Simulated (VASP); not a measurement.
An input for Quantum ESPRESSO's pw.x (written as the equivalent of a VASP run, and not itself run):

```
&CONTROL
  calculation = 'vc-relax'
  pseudo_dir = './pseudo'
  outdir = './out'
  tprnfor = .true.
  tstress = .true.
  nstep = 30
  forc_conv_thr = 0.00039
/
&SYSTEM
  ibrav = 0
  nat = 2
  ntyp = 1
  ecutwfc = 58
  occupations = 'smearing'
  smearing = 'methfessel-paxton'
  degauss = 0.00735
  input_dft = 'vdw-df2'
/
&ELECTRONS
  conv_thr = 7.3e-09
  electron_maxstep = 100
/
&IONS
/
&CELL
  cell_dofree = 'shape'
/
ATOMIC_SPECIES
  Hf 178.490 Hf.upf
CELL_PARAMETERS angstrom
     1.6404129   -2.8412785    0.0000000
     1.6404129    2.8412785    0.0000000
     0.0000000    0.0000000    5.1887166
ATOMIC_POSITIONS crystal
  Hf   0.3333330  0.6666670  0.2500000
  Hf   0.6666670  0.3333330  0.7500000
K_POINTS automatic
  13 13 7 0 0 0
```

Task: Translate this input to VASP (INCAR, KPOINTS, POSCAR, choice of POTCAR).

Result: One answer among several that fit: 
INCAR:
```
SYSTEM = Hf
PREC = Accurate; ENCUT = 520; LREAL = .FALSE.
LASPH = .TRUE.
EDIFF = 1E-7; NELM = 100; ALGO = Normal
LMAXMIX = 6
ISMEAR = 1; SIGMA = 0.1
GGA = ML; LUSE_VDW = .TRUE.; AGGAC = 0.0
ZAB_VDW = -1.8867
IBRION = 2; NSW = 30; ISIF = 4
EDIFFG = -0.01
LWAVE = .FALSE.; LCHARG = .FALSE.
```

### KPOINTS
```
Automatic mesh
0
Gamma
13 13 7
0 0 0
```

POSCAR:
```
Hf
1.0
  1.6404129205  -2.8412784832   0.0000000000
  1.6404129205   2.8412784832   0.0000000000
  0.0000000000   0.0000000000   5.1887166247
Hf
2
Direct
  0.3333330000   0.6666670000   0.2500000000
  0.6666670000   0.3333330000   0.7500000000
```

POTCAR, in this order: Hf_pv (PBE.64 set). Program: vasp_std.

What does not carry over: the potentials are each code's own (VASP's PAW set, PseudoDojo norm-conserving files in pw.x), so ENCUT and ecutwfc are chosen apart and not converted; conv_thr bounds pw.x's estimated SCF error, while EDIFF bounds the energy change between steps; forc_conv_thr acts on force components and is met together with etot_conv_thr.

The compound is Hf in the hcp structure. This cell is one point of a volume scan, at 1.03 of the reference volume. Symmetry was kept, so distortions that lower it aren't found.
